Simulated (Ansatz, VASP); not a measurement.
# MgW: VASP beside Ansatz

```
CELL_PARAMETERS angstrom
2.86122 0.00000 0.00000
-1.43061 2.47789 0.00000
0.00000 0.00000 9.81673
ATOMIC_POSITIONS crystal
Mg 0.00000 0.00000 0.00000
Mg 0.00000 0.00000 0.50000
W 0.33333 0.66667 0.25000
W 0.66667 0.33333 0.75000
```

Alike in both runs: functional PBE; k mesh 6 × 6 × 2; occupations gaussian, width 0.1 eV; no spin polarisation.

Ansatz relaxed the structure, and its values are those at the end. VASP's run is a single point on that final structure, the one shown.

|  | VASP | Ansatz |
| --- | --- | --- |
| version | VASP 6.6.1 | Ansatz 0.2.0 |
| potentials or method | VASP PAW PBE potentials, release 64 (Mg, W_sv) | scalar-relativistic, plane waves, PAW |
| plane-wave cutoff (eV) | 520 | 420 |
| valence electrons in the cell | 32 | 48 |

```csv
,VASP,Ansatz,Ansatz less VASP
gap on the k mesh at the Fermi level (eV),none,none,-
pressure (GPa),0.1,0.1,-0.02
```

A gap of «none» marks a metal or a gap that the smearing closes. The two sets of potentials don't hold the same shells in valence.

Caveats: the k mesh is coarse (spacing up to 0.42 Å⁻¹), so the values aren't converged. The runs have no spin-orbit coupling, so splittings on W are missing.
